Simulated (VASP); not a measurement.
Input for VASP

File KPOINTS:
```
Automatic mesh
0
Gamma
8 8 8
0 0 0
```

**POSCAR**
```
Cs
1.0
 -2.9912813881   2.9912813881   2.9912813881
  2.9912813881  -2.9912813881   2.9912813881
  2.9912813881   2.9912813881  -2.9912813881
Cs
1
direct
  0.0000000000   1.0000000000   0.0000000000
```

INCAR:
```
SYSTEM = Cs
PREC = Accurate; ENCUT = 520; LREAL = .False.
LASPH = .True.
EDIFF = 1E-6; NELM = 100; ALGO = Normal
LMAXMIX = 4
ISMEAR = 1; SIGMA = 0.1
GGA = ML; LUSE_VDW = .True.; AGGAC = 0.0
ZAB_VDW = -1.8867
IBRION = 2; NSW = 60; ISIF = 3
EDIFFG = -0.01
LWAVE = .False.; LCHARG = .False.
```

POTCAR, in this order: Cs_sv (PBE.64 set). Program: vasp_std.

Problem. Translate this vdW-DF2 calculation to Quantum ESPRESSO's pw.x.

Solution. One equivalent input (not run):
```
&CONTROL
  calculation = 'vc-relax'
  pseudo_dir = './pseudo'
  outdir = './out'
  tprnfor = .true.
  tstress = .true.
  nstep = 60
  forc_conv_thr = 0.00039
/
&SYSTEM
  ibrav = 0
  nat = 1
  ntyp = 1
  ecutwfc = 50
  occupations = 'smearing'
  smearing = 'methfessel-paxton'
  degauss = 0.00735
  input_dft = 'vdw-df2'
/
&ELECTRONS
  conv_thr = 7.3e-08
  electron_maxstep = 100
/
&IONS
/
&CELL
/
ATOMIC_SPECIES
  Cs 132.905 Cs.upf
CELL_PARAMETERS angstrom
    -2.9912814    2.9912814    2.9912814
     2.9912814   -2.9912814    2.9912814
     2.9912814    2.9912814   -2.9912814
ATOMIC_POSITIONS crystal
  Cs   0.0000000  1.0000000  0.0000000
K_POINTS automatic
  8 8 8 0 0 0
```
What does not carry over: the potentials are each code's own (VASP's PAW set, PseudoDojo norm-conserving files in pw.x), so ENCUT and ecutwfc are chosen apart and not converted; conv_thr bounds pw.x's estimated SCF error, while EDIFF bounds the energy change between steps; forc_conv_thr acts on force components and is met together with etot_conv_thr.

The compound is Cs in the bcc structure. It was relaxed first, which changed the volume by -6 %. The start is the result of an earlier pass.
